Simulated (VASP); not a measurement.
```
CELL_PARAMETERS angstrom
      4.41257     0.00000     0.00000
      2.20628     5.75748     0.00000
      0.00000     0.00000    15.24020
ATOMIC_POSITIONS crystal
  La 0.65519 0.68961 0.48437
  La 0.37546 0.24908 0.67192
  Sb 0.22164 0.55672 0.32808
  Sb 0.94190 0.11619 0.51563
```

Calculation: PBE GGA, VASP's PBE PAW potentials (set 64) (plane waves; VASP 6.6.1). Numerical set-up: 300 eV cut-off, 3×3×1 Γ-centred mesh, Gaussian smearing of 0.14 eV, potentials La Sb.

The cell holds a wide vacuum, so values per volume refer to the whole cell.

Problem. What does the run give for the energy per atom (σ→0), largest force?

Solution. 
The energy per atom (σ→0) is -4.244 eV/atom and the largest force comes out as 1.437 eV/Å.

Only differences to runs with the same potentials and settings are physical.

The cell is a sheet with vacuum, built from a generated structure.
